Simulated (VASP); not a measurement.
VASP ran on this input.

### POSCAR
```
LuN
1
    1.6216980000     0.9362880000     2.7755290000
   -1.6216980000     0.9362880000     2.7755290000
    0.0000000000    -1.8725750000     2.7755290000
Lu N
1 1
Direct
  0.7624000000   0.7624000000   0.7624000000
  0.2376000000   0.2376000000   0.2376000000
```

File KPOINTS:
```
Automatic mesh
0
gamma
  8 8 8
0 0 0
```

### INCAR
```
NELM = 100
LMAXMIX = 6   ! l cut-off of mixed one-centre charges
SYSTEM = LuN
ISMEAR = 0
LREAL = .FALSE.   ! projection in real space or not
GGA = PE
SIGMA = 0.2   ! width (eV)
LWAVE = .FALSE.
ENCUT = 400
EDIFF = 1E-6
LCHARG = .FALSE.
LASPH = .TRUE.   ! aspherical one-centre terms
PREC = Accurate
ISIF = 2   ! forces and stress, cell fixed
ALGO = Normal   ! blocked Davidson
```

POTCAR, in this order: Lu_3 N (PBE.64 set). Program: vasp_std.

Problem. Translate this PBE calculation to Quantum ESPRESSO's pw.x.

Solution. One equivalent input (not run):
```
&CONTROL
  calculation = 'scf'
  pseudo_dir = './pseudo'
  outdir = './out'
  tprnfor = .true.
  tstress = .true.
/
&SYSTEM
  ibrav = 0
  nat = 2
  ntyp = 2
  ecutwfc = 100
  occupations = 'smearing'
  smearing = 'gaussian'
  degauss = 0.0147
  input_dft = 'pbe'
/
&ELECTRONS
  conv_thr = 7.3e-08
  electron_maxstep = 100
/
ATOMIC_SPECIES
  Lu 174.967 Lu.upf
  N 14.007 N.upf
CELL_PARAMETERS angstrom
     1.6216980    0.9362880    2.7755290
    -1.6216980    0.9362880    2.7755290
     0.0000000   -1.8725750    2.7755290
ATOMIC_POSITIONS crystal
  Lu   0.7624000  0.7624000  0.7624000
  N    0.2376000  0.2376000  0.2376000
K_POINTS automatic
  8 8 8 0 0 0
```
The two are equivalent in intent, not identical: the potentials are each code's own (VASP's PAW set, PseudoDojo norm-conserving files in pw.x), so ENCUT and ecutwfc are chosen apart and not converted; conv_thr bounds pw.x's estimated SCF error, while EDIFF bounds the energy change between steps.

The structure was generated: LuN was put into an ordered model structure, which need not be its known phase. The cell was not relaxed at this level, and its volume differs by -5.9 % from the start's.
